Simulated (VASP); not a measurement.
Given:

```xyz
2
Lattice="0.0000 2.3260 2.3260 2.3260 0.0000 2.3260 2.3260 2.3260 0.0000" Properties=species:S:1:pos:R:3 pbc="T T T"
Hf     0.0000     0.0000     0.0000
C      2.3260     2.3260     2.3260
```

All values below come from PBEsol GGA, VASP's PBE PAW potentials (set 64) (plane waves; VASP). Settings: 600 eV cut-off, 12×12×12 Γ-centred mesh, first-order Methfessel-Paxton smearing of 0.10 eV, potentials Hf_pv C.

Question: Give the stress tensor in GPa (positive for a compressed cell).

Answer: 
```
-7.31   0.00   0.00
 0.00  -7.31   0.00
 0.00   0.00  -7.31
```
The pressure is its mean diagonal, -7.31 GPa.

The compound is HfC in the rock salt structure. This cell was strained or had an atom moved on purpose.
